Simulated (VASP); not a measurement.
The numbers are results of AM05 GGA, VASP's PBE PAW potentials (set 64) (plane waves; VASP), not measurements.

VASP ran on this input.

### INCAR
```
SYSTEM = Os
PREC = Accurate
ENCUT = 520
EDIFF = 1E-7
NELM = 100
ALGO = Normal
LREAL = .FALSE.
LASPH = .TRUE.
ISMEAR = -5
GGA = AM
LMAXMIX = 6
LWAVE = .FALSE.
LCHARG = .TRUE.
LORBIT = 11
NEDOS = 601
ISIF = 2
```

KPOINTS:
```
Regular mesh
0
gamma
 17 17 10
0 0 0
```

File POSCAR:
```
Os
1
    1.3617109229    -2.3585521539     0.0000000000
    1.3617109229     2.3585521539    -0.0000000000
    0.0000000000    -0.0000000000     4.2961094800
Os
2
Direct
  0.3333330000   0.6666670000   0.2500000000
  0.6666670000   0.3333330000   0.7500000000
```

POTCAR, in this order: Os (PBE.64 set). Program: vasp_std.

The resulting files:

OSZICAR:
```
       N       E                     dE             d eps       ncg     rms          rms(c)
DAV:   1     0.104605032217E+03    0.10461E+03   -0.76546E+03  4752   0.128E+03
DAV:   2    -0.179017432109E+02   -0.12251E+03   -0.11030E+03  5028   0.403E+02
DAV:   3    -0.253204292346E+02   -0.74187E+01   -0.68674E+01  5848   0.801E+01
DAV:   4    -0.255144854021E+02   -0.19406E+00   -0.19258E+00  5068   0.133E+01
DAV:   5    -0.255167156000E+02   -0.22302E-02   -0.22314E-02  5504   0.116E+00    0.244E+01
DAV:   6    -0.243587949364E+02    0.11579E+01   -0.12410E+00  5116   0.103E+01    0.112E+01
DAV:   7    -0.240091587967E+02    0.34964E+00   -0.89590E-01  5400   0.863E+00    0.452E-01
DAV:   8    -0.240027646323E+02    0.63942E-02   -0.82316E-03  4888   0.771E-01    0.292E-01
DAV:   9    -0.240001474965E+02    0.26171E-02   -0.15355E-03  5108   0.494E-01    0.606E-02
DAV:  10    -0.240001766122E+02   -0.29116E-04   -0.77110E-05  5220   0.948E-02    0.114E-02
DAV:  11    -0.240001394681E+02    0.37144E-04   -0.78561E-06  4984   0.328E-02    0.147E-03
DAV:  12    -0.240001384932E+02    0.97499E-06   -0.18501E-07  4464   0.482E-03    0.106E-03
DAV:  13    -0.240001381211E+02    0.37202E-06   -0.10307E-08  2504   0.983E-04    0.227E-04
DAV:  14    -0.240001381043E+02    0.16880E-07   -0.16441E-09  2456   0.421E-04
   1 F= -.24000138E+02 E0= -.24000138E+02  d E =0.000000E+00
```

### OUTCAR
```
------------------------ aborting loop because EDIFF is reached ----------------------------------------
  FORCE on cell =-STRESS in cart. coord.  units (eV):
  Direction    XX          YY          ZZ          XY          YZ          ZX
  --------------------------------------------------------------------------------------
  Total       -0.0271140     -0.0271140      0.0156968      0.0000000     -0.0000000      0.0000000
  in kB       -1.5742299     -1.5742294      0.9113489      0.0000000     -0.0000000      0.0000000
  external PRESSURE =      -0.7457035 kB  Pullay stress =       0.0000000 kB
  volume of cell :       27.60
      direct lattice vectors                 reciprocal lattice vectors
     1.361710923 -2.358552154  0.000000000     0.367185128 -0.211994464  0.000000000
     1.361710923  2.358552154  0.000000000     0.367185128  0.211994464  0.000000000
     0.000000000  0.000000000  4.296109480     0.000000000  0.000000000  0.232768742
 POSITION                                       TOTAL-FORCE (eV/Angst)
 -----------------------------------------------------------------------------------
      1.36171      0.78619      1.07403        -0.000000      0.000000      0.000000
      1.36171     -0.78619      3.22208         0.000000     -0.000000      0.000000
 -----------------------------------------------------------------------------------
    total drift:                                0.000000      0.000019     -0.000020
  FREE ENERGIE OF THE ION-ELECTRON SYSTEM (eV)
  ---------------------------------------------------
  free  energy   TOTEN  =       -24.0001381043 eV

  energy  without entropy=      -24.0001381043  energy(sigma->0) =      -24.00013810

 total charge

# of ion       s       p       d       tot
------------------------------------------
    1        0.668   0.814   6.032   7.514
    2        0.668   0.814   6.032   7.514
--------------------------------------------------
tot          1.336   1.629  12.064  15.029
```
(Selected blocks of OUTCAR.)

For a metal the tetrahedron method with Blöchl corrections gives inexact stress and forces.

The compound is Os in the hcp structure. It was relaxed first.
